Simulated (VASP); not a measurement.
VASP ran on this input.

### POSCAR
```
SnSe
1
   -0.0000000000     2.9739382466     2.9739382466
    2.9739382466     0.0000000000     2.9739382466
    2.9739382466     2.9739382466    -0.0000000000
Sn Se
1 1
Direct
  0.0000000000   0.0000000000   0.0000000000
  0.2500000000   0.2500000000   0.2500000000
```

**INCAR**
```
ALGO = Normal
EDIFF = 1E-6
EDIFFG = -0.02
ENCUT = 500
GGA = PS
IBRION = 2
ISIF = 3
ISMEAR = 1
LASPH = .TRUE.
LCHARG = .FALSE.
LMAXMIX = 4
LREAL = .FALSE.
LWAVE = .FALSE.
NELM = 100
NSW = 40
PREC = Accurate
PSTRESS = 300
SIGMA = 0.1
SYSTEM = SnSe
```

KPOINTS:
```
kpoints
0
gamma
11 11 11
```

POTCAR, in this order: Sn_d Se (PBE.64 set). Program: vasp_std.

Question: Write an equivalent input for Ansatz.

Answer: One equivalent input (not run):
Ansatz 0.2 input:
```yaml
crystal:
  lattice:
    - [0.0000000, 2.9739382, 2.9739382]
    - [2.9739382, 0.0000000, 2.9739382]
    - [2.9739382, 2.9739382, 0.0000000]
  atoms:
    - { symbol: Sn, position: [0.0000000, 0.0000000, 0.0000000] }
    - { symbol: Se, position: [0.2500000, 0.2500000, 0.2500000] }
kpoints:
  mp_grid: { grid: [11, 11, 11] }
hamiltonian:
  xc: pbesol
  pseudopotentials: { kind: paw }
scf:
  occupations: { method: methfessel_paxton, width: 0.1 }
  max_iter: 100
relax:
  max_steps: 40
  f_tol: 0.02
  cell: { p_target: 30 }
output: { forces: true, stress: true, eigenvalues: true }
```
Limits of the translation: each code has its own PAW files, so the cut-off isn't converted (ENCUT is set for VASP's; basis.ecutwfc is left out, and Ansatz then takes the one that its files recommend); Ansatz stops its SCF on the density residual and VASP on the energy change (EDIFF).

The structure was generated: SnSe was put into the zinc blende type (F-43m), which need not be its known phase. This run relaxes it under an external pressure of 30 GPa. Symmetry was kept, so distortions that lower it aren't found.
